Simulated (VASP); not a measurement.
Output of a VASP run:

OSZICAR:
```
       N       E                     dE             d eps       ncg     rms          rms(c)
DAV:   1     0.384631373525E+02    0.38463E+02   -0.44298E+03   846   0.106E+03
DAV:   2    -0.122631572373E+02   -0.50726E+02   -0.49846E+02  1141   0.168E+02
DAV:   3    -0.142702881625E+02   -0.20071E+01   -0.20050E+01  1052   0.399E+01
DAV:   4    -0.143098302643E+02   -0.39542E-01   -0.39520E-01  1280   0.581E+00
DAV:   5    -0.143100972259E+02   -0.26696E-03   -0.26695E-03  1095   0.439E-01    0.266E+00
DAV:   6    -0.122361032180E+02    0.20740E+01   -0.61733E-01  1228   0.779E+00    0.285E+00
DAV:   7    -0.122917600023E+02   -0.55657E-01   -0.23808E-01  1048   0.568E+00    0.315E-01
DAV:   8    -0.123564877853E+02   -0.64728E-01   -0.20063E-01   848   0.557E+00    0.877E-01
DAV:   9    -0.122477121046E+02    0.10878E+00   -0.44688E-02   958   0.301E+00    0.826E-01
DAV:  10    -0.122936742892E+02   -0.45962E-01   -0.15253E-02  1052   0.182E+00    0.772E-02
DAV:  11    -0.123186047532E+02   -0.24930E-01   -0.11618E-02   848   0.168E+00    0.581E-02
DAV:  12    -0.123166053975E+02    0.19994E-02   -0.17588E-03   943   0.576E-01    0.141E-01
DAV:  13    -0.123187246324E+02   -0.21192E-02   -0.23885E-03   854   0.669E-01    0.230E-02
DAV:  14    -0.123189746962E+02   -0.25006E-03   -0.28083E-04   858   0.244E-01    0.193E-02
DAV:  15    -0.123189738178E+02    0.87841E-06   -0.14487E-05  1055   0.536E-02    0.703E-03
DAV:  16    -0.123189706964E+02    0.31214E-05   -0.13975E-05   867   0.561E-02    0.330E-03
DAV:  17    -0.123189795963E+02   -0.88999E-05   -0.40746E-07  1289   0.808E-03    0.101E-03
DAV:  18    -0.123189794667E+02    0.12959E-06   -0.27408E-08   736   0.207E-03    0.911E-04
DAV:  19    -0.123189784916E+02    0.97508E-06   -0.13869E-07   881   0.506E-03    0.618E-04
DAV:  20    -0.123189810085E+02   -0.25169E-05   -0.39765E-08   489   0.283E-03    0.214E-04
DAV:  21    -0.123189812136E+02   -0.20510E-06   -0.48700E-09   468   0.903E-04    0.163E-04
DAV:  22    -0.123189814109E+02   -0.19728E-06   -0.21166E-09   462   0.739E-04    0.974E-05
DAV:  23    -0.123189814030E+02    0.79588E-08   -0.13060E-09   459   0.541E-04
   1 F= -.12318981E+02 E0= -.12318981E+02  d E =0.000000E+00
       N       E                     dE             ncg
       N       E                     dE             ncg
```

### OUTCAR
```
------------------------ aborting loop because EDIFF is reached ----------------------------------------
  FORCE on cell =-STRESS in cart. coord.  units (eV):
  Direction    XX          YY          ZZ          XY          YZ          ZX
  --------------------------------------------------------------------------------------
  Total       -0.0072531     -0.0072531     -0.0072531     -0.0000000      0.0000000      0.0000000
  in kB       -0.3587571     -0.3587571     -0.3587571     -0.0000000      0.0000000      0.0000000
  external PRESSURE =      -0.3587571 kB  Pullay stress =       0.0000000 kB
  volume of cell :       32.39
      direct lattice vectors                 reciprocal lattice vectors
     0.000000000  2.530078674  2.530078674    -0.197622313  0.197622313  0.197622313
     2.530078674  0.000000000  2.530078674     0.197622313 -0.197622313  0.197622313
     2.530078674  2.530078674  0.000000000     0.197622313  0.197622313 -0.197622313
  FREE ENERGIE OF THE ION-ELECTRON SYSTEM (eV)
  ---------------------------------------------------
  free  energy   TOTEN  =       -12.3189814030 eV

  energy  without entropy=      -12.3189814030  energy(sigma->0) =      -12.31898140

 total charge

# of ion       s       p       d       tot
------------------------------------------
    1        2.005   0.011   0.000   2.016
    2        1.596   3.629   0.000   5.225
--------------------------------------------------
tot          3.601   3.640   0.000   7.241
```
(Selected blocks of OUTCAR.)

### POSCAR
```
LiCl
1
    0.0000000000     2.5300786737     2.5300786737
    2.5300786737     0.0000000000     2.5300786737
    2.5300786737     2.5300786737     0.0000000000
Li Cl
1 1
Direct
  0.0000000000   0.0000000000   0.0000000000
  0.5000000000   0.5000000000   0.5000000000
```

Question: Reconstruct the remaining input files.

Answer: This is not unique; one that fits is the input of the run itself, r2SCAN+rVV10, plane waves, VASP's PBE PAW potentials (set 64).

File KPOINTS_OPT:
```
k-points along high-symmetry lines
10
Line-mode
Reciprocal
  0.000000   0.000000   0.000000 ! GAMMA
  0.500000   0.000000   0.500000 ! X

  0.500000   0.000000   0.500000 ! X
  0.625000   0.250000   0.625000 ! U

  0.375000   0.375000   0.750000 ! K
  0.000000   0.000000   0.000000 ! GAMMA

  0.000000   0.000000   0.000000 ! GAMMA
  0.500000   0.500000   0.500000 ! L

  0.500000   0.500000   0.500000 ! L
  0.500000   0.250000   0.750000 ! W

  0.500000   0.250000   0.750000 ! W
  0.500000   0.000000   0.500000 ! X
```

### KPOINTS
```
Automatic mesh
0
Gamma
10 10 10
0 0 0
```

INCAR:
```
ALGO  =  Normal
BPARAM  =  11.95
CPARAM  =  0.0093
EDIFF  =  1E-7
ENCUT  =  520
ISIF  =  2
ISMEAR  =  -5
LASPH  =  .True.
LCHARG  =  .False.
LMIXTAU  =  .True.
LORBIT  =  11
LREAL  =  .False.
LUSE_VDW  =  .True.
LWAVE  =  .False.
METAGGA  =  R2SCAN
NEDOS  =  601
NELM  =  100
PREC  =  Accurate
SYSTEM  =  LiCl
```

POTCAR, in this order: Li_sv Cl (PBE.64 set). Program: vasp_std.

The compound is LiCl in the rock salt structure. It was relaxed first.
